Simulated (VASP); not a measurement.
Input:

```xyz
4
Lattice="5.2886 0.0000 0.0000 -2.6443 4.5801 0.0000 0.0000 0.0000 9.2369" Properties=species:S:1:pos:R:3 pbc="T T T"
Cs     5.2886     0.0000     0.0000
Cs     5.2886     0.0000     4.6184
I      0.0000     3.0534     2.3092
I      2.6443     1.5267     6.9277
```

Computed with PBEsol GGA, VASP's PBE PAW potentials (set 64) (plane waves; VASP 6.6.1). Numerical set-up: 400 eV cut-off, Gaussian smearing of 0.050 eV, potentials Cs_sv I.

Unless said otherwise, spin-orbit coupling is left out, though it shifts the bands of the heavy elements here.

Task: Estimate the band gap (along the path) with the smallest direct gap where there is one.

Result: 
band gap (along the path): 3.86 eV
smallest direct gap (along the path): 3.86 eV

The absolute energy has meaning only against runs of the same code, potentials and settings.

The structure was generated: CsI was put into the NiAs type type (P6_3/mmc), which need not be its known phase. It was relaxed first, which changed the volume by -18 %.
